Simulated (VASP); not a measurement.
Data:

```yaml
crystal:
  lattice:
    - [0.00000, 2.31374, 2.31374]
    - [2.31374, 0.00000, 2.31374]
    - [2.31374, 2.31374, 0.00000]
  atoms:
    - { symbol: Na, position: [0.00000, 0.00000, 0.00000] }
    - { symbol: F, position: [0.50000, 0.50000, 0.50000] }
```

All values below come from optB88-vdW, VASP's PBE PAW potentials (set 64) (plane waves; VASP). Numerical set-up: 520 eV cut-off, 11×11×11 Γ-centred mesh, tetrahedra with Blöchl corrections, potentials Na_pv F.

Question: Predict the energy per atom (σ→0), band gap (on the k-mesh) with the smallest direct gap where there is one.

Answer: 
```yaml
band gap (on the k-mesh): 6.39 eV
smallest direct gap (on the k-mesh): 6.39 eV
energy per atom (σ→0): -2364 meV/atom
```

The compound is NaF in the rock salt structure. It was relaxed first.
